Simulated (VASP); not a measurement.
VASP input:

### KPOINTS
```
Automatic mesh
0
Gamma
12 12 8
0 0 0
```

POSCAR:
```
TiAl
1
    2.8300000000     0.0000000000     0.0000000000
    0.0000000000     2.8300000000     0.0000000000
    0.0000000000     0.0000000000     4.0700000000
Ti Al
1 1
Direct
  0.0000000000   0.0000000000   0.0000000000
  0.5000000000   0.5000000000   0.5000000000
```

INCAR:
```
SYSTEM  =  TiAl
PREC  =  Accurate; ENCUT  =  520; LREAL  =  .FALSE.
LASPH  =  .TRUE.
EDIFF  =  1E-6; NELM  =  100; ALGO  =  Normal
LMAXMIX  =  4
ISMEAR  =  1; SIGMA  =  0.1
GGA  =  ML; LUSE_VDW  =  .TRUE.; AGGAC  =  0.0
ZAB_VDW  =  -1.8867
IBRION  =  2; NSW  =  60; ISIF  =  3
EDIFFG  =  -0.01
LWAVE  =  .FALSE.; LCHARG  =  .FALSE.
```

POTCAR, in this order: Ti_sv Al (PBE.64 set). Program: vasp_std.

Q: Write an equivalent input for Quantum ESPRESSO's pw.x.

A: One equivalent input (not run):
```
&CONTROL
  calculation = 'vc-relax'
  pseudo_dir = './pseudo'
  outdir = './out'
  tprnfor = .true.
  tstress = .true.
  nstep = 60
  forc_conv_thr = 0.00039
/
&SYSTEM
  ibrav = 0
  nat = 2
  ntyp = 2
  ecutwfc = 84
  occupations = 'smearing'
  smearing = 'methfessel-paxton'
  degauss = 0.00735
  input_dft = 'vdw-df2'
/
&ELECTRONS
  conv_thr = 7.3e-08
  electron_maxstep = 100
/
&IONS
/
&CELL
/
ATOMIC_SPECIES
  Ti 47.867 Ti.upf
  Al 26.982 Al.upf
CELL_PARAMETERS angstrom
     2.8300000    0.0000000    0.0000000
     0.0000000    2.8300000    0.0000000
     0.0000000    0.0000000    4.0700000
ATOMIC_POSITIONS crystal
  Ti   0.0000000  0.0000000  0.0000000
  Al   0.5000000  0.5000000  0.5000000
K_POINTS automatic
  12 12 8 0 0 0
```
Limits of the translation: the potentials are each code's own (VASP's PAW set, PseudoDojo norm-conserving files in pw.x), so ENCUT and ecutwfc are chosen apart and not converted; conv_thr bounds pw.x's estimated SCF error, while EDIFF bounds the energy change between steps; forc_conv_thr acts on force components and is met together with etot_conv_thr.

The compound is TiAl in the L1_0 structure. This run relaxes it. Symmetry was kept, so distortions that lower it aren't found.
